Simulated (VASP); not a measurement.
Computed with PBE GGA with D3 dispersion (zero damping), VASP's PBE PAW potentials (set 64) (plane waves; VASP).

Input for VASP

**POSCAR**
```
GaSb
1
    0.0000000000     3.0500000000     3.0500000000
    3.0500000000     0.0000000000     3.0500000000
    3.0500000000     3.0500000000     0.0000000000
Ga Sb
1 1
Direct
  0.0000000000   0.0000000000   0.0000000000
  0.2500000000   0.2500000000   0.2500000000
```

File KPOINTS:
```
Automatic mesh
0
Gamma
7 7 7
0 0 0
```

INCAR:
```
! general
SYSTEM   =  GaSb
PREC     =  Accurate
ENCUT    =  520
LREAL    =  .FALSE.
LASPH    =  .TRUE.

! electronic loop
EDIFF    =  1E-6
NELM     =  100
ALGO     =  Normal
LMAXMIX  =  4

! smearing
ISMEAR   =  0
SIGMA    =  0.05

! functional
GGA      =  PE
IVDW     =  11

! ions
IBRION   =  2
NSW      =  60
ISIF     =  3
EDIFFG   =  -0.01

! output
LWAVE    =  .FALSE.
LCHARG   =  .FALSE.
```

POTCAR, in this order: Ga_d Sb (PBE.64 set). Program: vasp_std.

Task: What will the output report for the number of irreducible k-points (NKPTS), largest plane-wave count, number of space-group operations, FFT grid (NGX, NGY, NGZ)?

Result: 
- number of irreducible k-points (NKPTS): 20
- largest plane-wave count: 1541
- number of space-group operations: 24
- FFT grid (NGX, NGY, NGZ): 32 × 32 × 32

The compound is GaSb in the zinc blende structure. This run relaxes it. Symmetry was kept, so distortions that lower it aren't found.
